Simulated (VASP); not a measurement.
# AlCd (R-3m) in VASP: a series of runs

One crystal, AlCd, is run at these levels: PBE, PBEsol; tasks: relaxation of cell and atoms.

Everything below comes from runs of VASP 6.6.1. Logs are shortened: lines on timing, memory, paths and dates and some standing lists are left out, and cuts for length are marked.

## Step 1: The structure

Symmetry: R-3m, No. 166, trigonal system. Conventional cell: a = 3.789 Å, b = 3.789 Å, c = 9.433 Å, α = 90.00°, β = 90.00°, γ = 120.00°. Al (site symmetry -3m) is surrounded by 6 Cd at 2.69 Å. Around Cd (site symmetry -3m) lie 6 Al at 2.69 Å.

The cell was built by a generator and needn't be a form met in nature.

## Step 2: Relaxation of cell and atoms, PBE

INCAR reads:

```
PREC = Accurate
ENCUT = 600
EDIFF = 1E-7
ISMEAR = 1
SIGMA = 0.2
LREAL = F
LASPH = T
NELM = 60
ALGO = Normal
ISIF = 3
LWAVE = F
LCHARG = F
GGA = PE
IBRION = 2
NSW = 60
EDIFFG = -0.005
```

KPOINTS reads:

```
regular mesh
0
Gamma
  9 9 9
```

POSCAR reads:

```
AlCd
1.0
    1.8946941800      1.0939021900      3.1443819500
   -1.8946941800      1.0939021900      3.1443819500
    0.0000000000     -2.1878043900      3.1443819500
Al Cd
1 1
Direct
    0.5000000000      0.5000000000      0.5000000000
    0.0000000000      0.0000000000      0.0000000000
```

Potentials or basis: VASP PAW PBE potentials, release 64 (Al, Cd).

Launch:

```sh
$ cat potpaw_PBE.64/Al/POTCAR potpaw_PBE.64/Cd/POTCAR > POTCAR
$ mpirun -np 1 vasp_std > vasp.out
```

OUTCAR:

```text
PREC = Accurate
   ENCUT = 600
   EDIFF = 1E-7
   ISMEAR = 1
   LREAL = F
   LASPH = T
   NELM = 60
   ISIF = 3
   GGA = PE
   IBRION = 2
   NSW = 60
   EDIFFG = -0.005

 ion  position               nearest neighbor table
   1  0.500  0.500  0.500-   2 2.69   2 2.69   2 2.69   2 2.69   2 2.69   2 2.69
   2  0.000  0.000  0.000-   1 2.69   1 2.69   1 2.69   1 2.69   1 2.69   1 2.69

  LATTYP: Found a trigonal (rhomboedric) cell.
 ALAT       =     3.8306169065
 COS(alpha) =     0.5107049799

  Lattice vectors:

 A1 = (   1.8946941800,   1.0939021900,   3.1443819500)
 A2 = (  -1.8946941800,   1.0939021900,   3.1443819500)
 A3 = (   0.0000000000,  -2.1878043900,   3.1443819500)

Analysis of symmetry for initial positions (statically):
=====================================================================
 Subroutine PRICEL returns:
 Original cell was already a primitive cell.

 Routine SETGRP: Setting up the symmetry group for a
 trigonal (rhombohedral) supercell.

 Subroutine GETGRP returns: Found 12 space group operations
 (whereof 12 operations were pure point group operations)
 out of a pool of 12 trial point group operations.

The static configuration has the point symmetry D_3d.

Analysis of symmetry for dynamics (positions and initial velocities):
=====================================================================
 Subroutine PRICEL returns:
 Original cell was already a primitive cell.

 Routine SETGRP: Setting up the symmetry group for a
 trigonal (rhombohedral) supercell.

 Subroutine GETGRP returns: Found 12 space group operations
 (whereof 12 operations were pure point group operations)
 out of a pool of 12 trial point group operations.

The dynamic configuration has the point symmetry D_3d.

 Subroutine INISYM returns: Found 12 space group operations
 (whereof 12 operations are pure point group operations),
 and found     1 'primitive' translations

----------------------------------------------------------------------------------------

                                     Primitive cell

  volume of cell :      39.1025

  direct lattice vectors                    reciprocal lattice vectors
     1.894694180  1.093902190  3.144381950     0.263894831  0.152359752  0.106009174
    -1.894694180  1.093902190  3.144381950    -0.263894831  0.152359752  0.106009174
     0.000000000 -2.187804390  3.144381950     0.000000000 -0.304719504  0.106009174

  length of vectors
     3.830616907  3.830616907  3.830616908     0.322632795  0.322632795  0.322632796

  position of ions in fractional coordinates (direct lattice)
     0.500000000  0.500000000  0.500000000
     0.000000000  0.000000000  0.000000000

  ion indices of the primitive-cell ions
   primitive index   ion index
                 1           1
                 2           2

----------------------------------------------------------------------------------------

 KPOINTS: regular mesh

Automatic generation of k-mesh.
 Grid dimensions read from file:
 generate k-points for:    9    9    9

 Generating k-lattice:

  Cartesian coordinates                     Fractional coordinates (reciprocal lattice)
     0.029321648  0.016928861  0.011778797     0.111111111  0.000000000  0.000000000
    -0.029321648  0.016928861  0.011778797     0.000000000  0.111111111  0.000000000
     0.000000000 -0.033857723  0.011778797     0.000000000  0.000000000  0.111111111

  Length of vectors
     0.035848088  0.035848088  0.035848088

  Shift w.r.t. Gamma in fractional coordinates (k-lattice)
     0.000000000  0.000000000  0.000000000

 Subroutine IBZKPT returns following result:
 ===========================================

 Found     85 irreducible k-points:

 Following reciprocal coordinates:
            Coordinates               Weight
  0.000000  0.000000  0.000000      1.000000
  0.111111 -0.000000 -0.000000      6.000000
  0.222222  0.000000 -0.000000      6.000000
  0.333333 -0.000000 -0.000000      6.000000
  0.444444  0.000000 -0.000000      6.000000
  0.111111  0.111111 -0.000000      6.000000
[... 16 lines left out ...]
 -0.333333  0.333333  0.000000      6.000000
  0.444444  0.444444 -0.000000      6.000000
 [... further k-points ...]
   k-points           NKPTS =     85   k-points in BZ     NKDIM =     85   number of bands    NBANDS=     11
   number of dos      NEDOS =    301   number of ions     NIONS =      2
   total plane-waves  NPLWV =  32768
   dimension x,y,z NGX =    32 NGY =   32 NGZ =   32
   dimension x,y,z NGXF=    64 NGYF=   64 NGZF=   64
   ions per type =               1   1
   NGX,Y,Z   is equivalent  to a cutoff of  13.89, 13.89, 13.89 a.u.
   NGXF,Y,Z  is equivalent  to a cutoff of  27.78, 27.78, 27.78 a.u.
 SYSTEM =  unknown system
   PREC   = accura    normal or accurate (medium, high low for compatibility)
   ISTART =      0    job   : 0-new  1-cont  2-samecut
   ICHARG =      2    charge: 1-file 2-atom 10-const
   ISPIN  =      1    spin polarized calculation?
   LNONCOLLINEAR =      F non collinear calculations
   LSORBIT =      F    spin-orbit coupling
   LASPH  =      T    aspherical Exc in radial PAW
   ENCUT  =  600.0 eV  44.10 Ry    6.64 a.u.   7.65  7.65  7.65*2*pi/ulx,y,z
   NELM   =     60;   NELMIN=  2; NELMDL= -5     # of ELM steps
   EDIFF  = 0.1E-06   stopping-criterion for ELM
   LREAL  =      F    real-space projection
   EDIFFG = -.5E-02   stopping-criterion for IOM
   NSW    =     60    number of steps for IOM
   IBRION =      2    ionic relax: 0-MD 1-quasi-New 2-CG
   NFREE  =      1    steps in history (QN), initial steepest desc. (CG)
   ISIF   =      3    stress and relaxation
   ISYM   =      2    0-nonsym 1-usesym 2-fastsym
   POTIM  = 0.5000    time-step for ionic-motion
   TEBEG  =    0.0;   TEEND  =   0.0 temperature during run
   PSTRESS=    0.0 pullay stress
   NELECT =      15.0000    total number of electrons
   NUPDOWN=      -1.0000    fix difference up-down
   EMIN   =  10.00;   EMAX   =-10.00  energy-range for DOS
   EFERMI =   0.00;   METHOD = LEGACY
   ISMEAR =     1;   SIGMA  =   0.20  broadening in eV -4-tet -1-fermi 0-gaus
   EFERMI_NEDOS =   21; number of points for ismear=-14 and -15
   IALGO  =     38    algorithm
   IMIX   =      4    mixing-type and parameters
     AMIX     =   0.40;   BMIX     =  1.00
     AMIX_MAG =   1.60;   BMIX_MAG =  1.00
  volume/ion in A,a.u.               =      19.55       131.94
  Fermi-wavevector in a.u.,A,eV,Ry     =   1.189517  2.247861 19.251562  1.414950
  Thomas-Fermi vector in A             =   2.325622
   LORBIT       =      0    0 simple, 1 ext, 2 COOP (PROOUT), +10 PAW based schemes
   GGA     = PE    functional components
   LHFCALC =     F    Hartree Fock is set to
   AEXX    =    0.0000 exact exchange contribution
   IVDW    =     0    specifies the selected vdW correction
   LEPSILON=     F    determine dielectric tensor
   LRPA    =     F    only Hartree local field effects (RPA)
 conjugate gradient relaxation of ions
 non-spin polarized calculation
 Methfessel and Paxton  Order N= 1 SIGMA  =   0.20
  energy-cutoff  :      600.00
  volume of cell :       39.10
 maximum number of plane-waves:      1328
   NGX = 15   NGY = 15   NGZ = 15

--------------------------------------- Ionic step        1  -------------------------------------------

 number of electron      15.0000002 magnetization

 Free energy of the ion-electron system (eV)
  ---------------------------------------------------
  ext. energy  EPLUGINS =         0.00000000
  ---------------------------------------------------
  free energy    TOTEN  =        -3.58136690 eV

  energy without entropy =       -3.58111952  energy(sigma->0) =       -3.58128444

 E-fermi :   4.7704     XC(G=0): -10.5179

 val. band max:        4.7662942017   @ k =  -0.4444  -0.4444   0.3333
 cond. band min:       4.8070943902   @ k =   0.4444   0.4444  -0.0000
 fundamental gap:      0.0408001885
 Fermi energy:         4.7703500874

 k-point     1 :       0.0000    0.0000    0.0000
  band No.  band energies     occupation
      1      -4.9312      2.00000
      2      -4.4450      2.00000
      3      -4.4450      2.00000
      4      -4.3926      2.00000
      5      -4.3725      2.00000
      6      -4.3725      2.00000
      7       8.3434     -0.00000
      8       8.6347     -0.00000
      9       8.6347     -0.00000
     10      12.5637      0.00000
     11      12.8546      0.00000

 k-point     2 :       0.1111   -0.0000   -0.0000
  band No.  band energies     occupation
      1      -4.7382      2.00000
      2      -4.4598      2.00000
      3      -4.4555      2.00000
      4      -4.3753      2.00000
      5      -4.3643      2.00000
      6      -4.3502      2.00000
      7       7.2638     -0.00000
      8       8.3492     -0.00000
      9       8.5898     -0.00000
     10      11.9952      0.00000
     11      12.8348      0.00000
[... 438 lines left out ...]
 POSITION                                       TOTAL-FORCE (eV/Angst)
 -----------------------------------------------------------------------------------
      0.00000     -0.00000      4.99949        -0.000000      0.000000     -0.000000
      2.00974     -1.16032      6.66598         0.000000     -0.000000      0.000000
 -----------------------------------------------------------------------------------
    total drift:                               -0.000000      0.000000     -0.000000

  FREE ENERGIE OF THE ION-ELECTRON SYSTEM (eV)
  ---------------------------------------------------
  free  energy   TOTEN  =        -3.7955179866 eV

  energy  without entropy=       -3.7946753852  energy(sigma->0) =       -3.79523712

--------------------------------------- Ionic step        5  -------------------------------------------

 number of electron      14.9999996 magnetization

 Free energy of the ion-electron system (eV)
  ---------------------------------------------------
  ext. energy  EPLUGINS =         0.00000000
  ---------------------------------------------------
  free energy    TOTEN  =        -3.79554156 eV

  energy without entropy =       -3.79466579  energy(sigma->0) =       -3.79524964

 E-fermi :   3.3833     XC(G=0):  -9.7494

 val. band max:        3.3461270456   @ k =  -0.1111   0.2222   0.1111
 cond. band min:       3.3875160502   @ k =  -0.4444  -0.4444   0.3333
 fundamental gap:      0.0413890046
 Fermi energy:         3.3832795621

 k-point     1 :       0.0000    0.0000    0.0000
  band No.  band energies     occupation
      1      -5.3836      2.00000
      2      -5.3836      2.00000
      3      -5.3350      2.00000
      4      -5.3224      2.00000
      5      -5.3224      2.00000
      6      -5.1819      2.00000
      7       6.4995     -0.00000
      8       6.7372     -0.00000
      9       6.7372     -0.00000
     10       9.9674      0.00000
     11      10.7711      0.00000

 k-point     2 :       0.1111   -0.0000   -0.0000
  band No.  band energies     occupation
      1      -5.3931      2.00000
      2      -5.3906      2.00000
      3      -5.3334      2.00000
      4      -5.3171      2.00000
      5      -5.3084      2.00000
      6      -5.0009      2.00000
      7       5.4570     -0.00000
      8       6.5110     -0.00000
      9       6.7077     -0.00000
     10       9.9440      0.00000
     11      10.8954      0.00000
[... 330 lines left out ...]
 POSITION                                       TOTAL-FORCE (eV/Angst)
 -----------------------------------------------------------------------------------
      0.00000     -0.00000      4.99717         0.000000      0.000000      0.000000
     -0.00000      0.00000      0.00000        -0.000000     -0.000000     -0.000000
 -----------------------------------------------------------------------------------
    total drift:                               -0.000000      0.000000     -0.000000

  FREE ENERGIE OF THE ION-ELECTRON SYSTEM (eV)
  ---------------------------------------------------
  free  energy   TOTEN  =        -3.7955415647 eV

  energy  without entropy=       -3.7946657920  energy(sigma->0) =       -3.79524964

 reached required accuracy - stopping structural energy minimisation
```

Run time: 84 s. Hardware: 1 thread of AMD EPYC 9R14 (Zen 4), shared host; peak memory 0.18 GiB.

Results:

- Free energy: -3.7955 eV
- Relaxed volume: 23.28 Å³/atom
- Relaxed cell: a = 4.059 Å, b = 4.059 Å, c = 4.059 Å, α = 59.31°, β = 59.31°, γ = 59.31°
- Space group after relaxing (to 0.05 Å): R-3m (No. 166)
- Energy gained by relaxing: 107.1 meV/atom
- Ionic steps: 5
- Pressure after relaxing: 0.0 GPa
- Band gap on the k mesh: none (metal or under the smearing width)

The path:
```csv
step,energy change (eV),largest force (eV/Å),pressure (GPa),volume (Å³)
1,0.0000,0.0000,11.01,39.10
2,-0.2130,0.0000,-0.56,47.21
3,-0.2142,0.0000,0.08,46.48
4,-0.2142,0.0000,-0.08,46.63
5,-0.2142,0.0000,-0.03,46.56
```

Final structure:
```cif
data_structure
_symmetry_space_group_name_H-M 'P 1'
_symmetry_Int_Tables_number 1
_cell_length_a 4.0593
_cell_length_b 4.0593
_cell_length_c 4.0593
_cell_angle_alpha 59.314
_cell_angle_beta 59.314
_cell_angle_gamma 59.314
_cell_volume 46.56
loop_
_atom_site_label
_atom_site_type_symbol
_atom_site_fract_x
_atom_site_fract_y
_atom_site_fract_z
_atom_site_occupancy
Al1 Al 0.50000 0.50000 0.50000 1
Cd1 Cd 0.00000 0.00000 0.00000 1
```

Caveat: the volume moved by over 15 % at a fixed basis, so the end points are rough.

## Step 3: Relaxation of cell and atoms, PBEsol

INCAR reads:

```
SYSTEM = AlCd
PREC = Accurate
ENCUT = 600
EDIFF = 1E-6
ISMEAR = 1
SIGMA = 0.2
LREAL = .FALSE.
LASPH = .TRUE.
NELM = 60
ALGO = Normal
ISIF = 3
LWAVE = .FALSE.
LCHARG = .FALSE.
GGA = PS
IBRION = 2
NSW = 60
EDIFFG = -0.01
```

KPOINTS reads:

```
Automatic mesh
0
G
  9 9 9
  0 0 0
```

POSCAR is that of step 2.

Potentials or basis: VASP PAW PBE potentials, release 64 (Al, Cd).

Launch:

```sh
$ cat potpaw_PBE.64/Al/POTCAR potpaw_PBE.64/Cd/POTCAR > POTCAR
$ mpirun -np 1 vasp_std > vasp.out
```

It took 53 s on 1 thread of AMD EPYC 9R14 (Zen 4), shared host; peak memory 0.18 GiB.

Results (log left out):

* Free energy: -4.5635 eV
* Relaxed volume: 21.93 Å³/atom
* Relaxed cell: a = 3.979 Å, b = 3.979 Å, c = 3.979 Å, α = 59.33°, β = 59.33°, γ = 59.33°
* Space group after relaxing (to 0.05 Å): R-3m (No. 166)
* Energy gained by relaxing: 51.6 meV/atom
* Ionic steps: 3
* Pressure after relaxing: 0.1 GPa
* Band gap on the k mesh: none (metal or under the smearing width)

Step by step:
| step | energy change (eV) | largest force (eV/Å) | pressure (GPa) | volume (Å³) |
| --- | --- | --- | --- | --- |
| 1 | 0.0000 | 0.0000 | 7.73 | 39.10 |
| 2 | -0.1013 | 0.0000 | -0.87 | 44.69 |
| 3 | -0.1033 | 0.0000 | 0.06 | 43.87 |

Final structure:
```
CELL_PARAMETERS angstrom
1.96929 1.13697 3.26550
-1.96929 1.13697 3.26550
0.00000 -2.27394 3.26550
ATOMIC_POSITIONS crystal
Al 0.50000 0.50000 0.50000
Cd 0.00000 0.00000 0.00000
```

Levels at points of the mesh, in eV from the Fermi level:
```tsv
k point	band 5	band 6	band 7	band 8	band 9	band 10
(0.00, 0.00, 0.00)	-8.79	-8.79	3.28	3.53	3.53	7.27
```

Caveat: the PAW data sets were made with another functional, which shifts forces and pressure a little.

## Step 4: For comparison

An earlier run on the cell as given: functional PBE; potentials or basis VASP PAW PBE potentials, release 64 (Al, Cd); cutoff 520 eV; k mesh 9 × 9 × 9; occupations fermi-dirac, width 0.05 eV; no spin polarisation.

- Pressure: 11.1 GPa
- Band gap on the k mesh: none (metal or under the smearing width)

## Step 5: Summary

| task | level | cell | cutoff (eV) | smearing | gap on the mesh (eV) | pressure (GPa) | relaxed volume (Å³/atom) |
| --- | --- | --- | --- | --- | --- | --- | --- |
| relaxation of cell and atoms | PBE | relaxed | 600 | methfessel-paxton 0.2 eV | none | 0.0 | 23.28 |
| relaxation of cell and atoms | PBEsol | relaxed | 600 | methfessel-paxton 0.2 eV | none | 0.1 | 21.93 |
| single point | PBE | as given | 520 | fermi-dirac 0.05 eV | none | 11.1 | - |

Alike in all rows: potentials or basis VASP PAW PBE potentials, release 64 (Al, Cd); no spin polarisation; k mesh 9 × 9 × 9.

Caveats: the volume moved by over 15 % at a fixed basis, so the end points are rough (some runs); the PAW data sets were made with another functional, which shifts forces and pressure a little (some runs).

Total energies depend on the potentials used, so only differences within one code and one set of settings carry meaning.
